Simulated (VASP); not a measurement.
A run of VASP 6.6.1 is set up as follows.

Contents of INCAR:

```
  PREC = Accurate
  ENCUT = 600
  EDIFF = 1E-6
  ISMEAR = 0
  SIGMA = 0.03
  LREAL = F
  LASPH = T
  NELM = 150
  ALGO = Normal
  ISIF = 3
  LWAVE = F
  LCHARG = F
  ISPIN = 2
  MAGMOM = 2 0
  LORBIT = 11
  LMAXMIX = 4
  METAGGA = R2SCAN
  LMIXTAU = T
  IBRION = 2
  NSW = 90
  EDIFFG = -0.01
  AMIX = 0.2
  BMIX = 1E-4
  AMIX_MAG = 0.8
  BMIX_MAG = 1E-4
```

Contents of KPOINTS:

```
Automatic mesh
0
Gamma
  12 12 12
```

The input POSCAR:

```
NiO
1.0
    0.0000000000      2.0859016400      2.0859016400
    2.0859016400      0.0000000000      2.0859016400
    2.0859016400      2.0859016400      0.0000000000
Ni O
1 1
Direct
    0.0000000000      0.0000000000      0.0000000000
    0.5000000000      0.5000000000      0.5000000000
```

Potentials or basis: VASP PAW PBE potentials, release 64 (Ni, O).

Run with:

```console
$ cat potpaw_PBE.64/Ni/POTCAR potpaw_PBE.64/O/POTCAR > POTCAR
$ mpirun -np 1 vasp_std > vasp.out
```

**Question.** Estimate the relaxed cell.

**Answer.** a = 2.961 Å, b = 2.961 Å, c = 2.961 Å, α = 60.00°, β = 60.00°, γ = 60.00°.

**Question.** What does it give for the space group after relaxing (to 0.05 Å)?

**Answer.** Fm-3m (No. 225).

**Question.** Estimate the site moments.

**Answer.** Ni +1.69; O +0.28 μB.

**Question.** Estimate the net moment.

**Answer.** 2.00 μB per cell.

The path:
```tsv
step	energy change (eV)	largest force (eV/Å)	pressure (GPa)	volume (Å³)
1	0.0000	0.0000	2.42	18.15
2	-0.0005	0.0000	-1.90	18.51
3	-0.0015	0.0000	0.06	18.35
```

Caveat: the PAW data sets were made with another functional, which shifts forces and pressure a little; a cell with one magnetic atom can't hold antiferromagnetic order, which such compounds often take. Zero-point motion and thermal expansion aren't in these numbers.
